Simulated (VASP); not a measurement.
Here is the system:

```yaml
crystal:
  lattice:
    - [4.68985, 0.00000, 0.00000]
    - [-2.34493, 4.06153, 0.00000]
    - [0.00000, 0.00000, 3.33645]
  atoms:
    - { symbol: Ce, position: [0.00000, 0.00000, 0.00000] }
    - { symbol: In, position: [0.33333, 0.66667, 0.50000] }
    - { symbol: Cu, position: [0.66667, 0.33333, 0.50000] }
```

Level of theory: PBEsol GGA, VASP's PBE PAW potentials (set 64) (plane waves; VASP). Settings: 400 eV cut-off, Gaussian smearing of 0.050 eV, potentials Ce In_d Cu.

The run has a spin-polarised start. Unless said otherwise, spin-orbit coupling is left out, though it shifts the bands of the heavy elements here.

### Question
Predict the cell moment, band gap (along the path) with the smallest direct gap where there is one.

### Answer

The band gap (along the path) comes out as none (metal, semimetal or under 0.01 eV). The cell moment comes out as 0.70 μB.

The structure comes from a computed database's CeInCu entry (P-6m2); how it stands against other phases isn't given here. It was relaxed first, which changed the volume by -8 %.
